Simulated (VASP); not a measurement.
An input for Ansatz (written as the equivalent of a VASP run, and not itself run):

Ansatz 0.2 input:
```yaml
crystal:
  lattice:
    - [0.0000000, 2.1035900, 2.0633930]
    - [2.1309900, 0.0000000, 2.0633930]
    - [2.1309900, 2.1035900, 0.0000000]
  atoms:
    - { symbol: Mg, position: [0.0000000, 0.0000000, 0.0000000] }
    - { symbol: O, position: [0.4793360, 0.5206640, 0.5206640] }
kpoints:
  mp_grid: { grid: [10, 10, 10] }
hamiltonian:
  xc: pbe
  pseudopotentials: { kind: paw }
scf:
  occupations: { method: gaussian, width: 0.05 }
  max_iter: 100
output: { forces: true, stress: true, eigenvalues: true }
```

### Question
Write the VASP files for the same calculation (PBE).

### Answer
One answer among several that fit: 
### INCAR
```
# general
SYSTEM=MgO
PREC  =Accurate
ENCUT =520
LREAL =.False.
LASPH =.True.

# electronic loop
EDIFF =1E-6   # SCF stop (eV)
NELM  =100   # most electronic steps
ALGO  =Normal

# smearing
ISMEAR=0   # Gaussian
SIGMA =0.05   # width (eV)

# functional
GGA   =PE   # PBE

# ions
ISIF  =2   # forces and stress, cell fixed

# output
LWAVE =.False.
LCHARG=.False.
```

KPOINTS:
```
Automatic mesh
0
Gamma
10 10 10
0 0 0
```

File POSCAR:
```
MgO
1
    0.0000000000     2.1035900000     2.0633930000
    2.1309900000     0.0000000000     2.0633930000
    2.1309900000     2.1035900000     0.0000000000
Mg O
1 1
Direct
  0.0000000000   0.0000000000   0.0000000000
  0.4793360000   0.5206640000   0.5206640000
```

POTCAR, in this order: Mg O (PBE.64 set). Program: vasp_std.

What does not carry over: each code has its own PAW files, so the cut-off isn't converted (ENCUT is set for VASP's; basis.ecutwfc is left out, and Ansatz then takes the one that its files recommend); Ansatz stops its SCF on the density residual and VASP on the energy change (EDIFF).

The compound is MgO in the rock salt structure. The cell was not relaxed at this level, atoms are displaced from their ideal sites.
